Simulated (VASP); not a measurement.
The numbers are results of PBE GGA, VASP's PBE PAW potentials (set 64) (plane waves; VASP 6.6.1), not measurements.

VASP input:

POSCAR:
```
Zr
1
    1.6144463434    -2.7963030387     0.0000000000
    1.6144463434     2.7963030387     0.0000000000
    0.0000000000    -0.0000000000     5.1733133976
Zr
2
Direct
  0.3333330000   0.6666670000   0.2500000000
  0.6666670000   0.3333330000   0.7500000000
```

INCAR:
```
! general
SYSTEM  = Zr
PREC    = Accurate
ENCUT   = 400
LREAL   = .FALSE.   ! projection in real space or not
LASPH   = .TRUE.   ! aspherical one-centre terms
ICHARG  = 11   ! fixed density

! electronic loop
EDIFF   = 1E-7   ! SCF stop (eV)
NELM    = 100
ALGO    = Normal   ! blocked Davidson
LMAXMIX = 4

! smearing
ISMEAR  = 0
SIGMA   = 0.05

! functional
GGA     = PE   ! PBE

! output
LWAVE   = .FALSE.
LCHARG  = .FALSE.
LORBIT  = 11   ! lm-projected
```

**KPOINTS**
```
k-points along high-symmetry lines
10
Line-mode
Reciprocal
  0.000000   0.000000   0.000000 ! GAMMA
  0.000000   0.500000   0.000000 ! M

  0.000000   0.500000   0.000000 ! M
 -0.333333   0.666667   0.000000 ! K

 -0.333333   0.666667   0.000000 ! K
  0.000000   0.000000   0.000000 ! GAMMA

  0.000000   0.000000   0.000000 ! GAMMA
  0.000000   0.000000   0.500000 ! A

  0.000000   0.000000   0.500000 ! A
  0.000000   0.500000   0.500000 ! L

  0.000000   0.500000   0.500000 ! L
 -0.333333   0.666667   0.500000 ! H

 -0.333333   0.666667   0.500000 ! H
  0.000000   0.000000   0.500000 ! A

  0.000000   0.500000   0.500000 ! L
  0.000000   0.500000   0.000000 ! M

 -0.333333   0.666667   0.500000 ! H
 -0.333333   0.666667   0.000000 ! K
```

POTCAR, in this order: Zr_sv (PBE.64 set). Program: vasp_std. Read from the step before: CHGCAR.

What will the output report for the number of irreducible k-points (NKPTS), number of bands (NBANDS), largest plane-wave count, number of space-group operations, FFT grid (NGX, NGY, NGZ)?

The number of irreducible k-points (NKPTS) is 90. The number of bands (NBANDS) comes out as 16, the largest plane-wave count comes out as 862 and the number of space-group operations is 24. The FFT grid (NGX, NGY, NGZ) is 24 × 24 × 36.

The compound is Zr in the hcp structure. It was relaxed first.
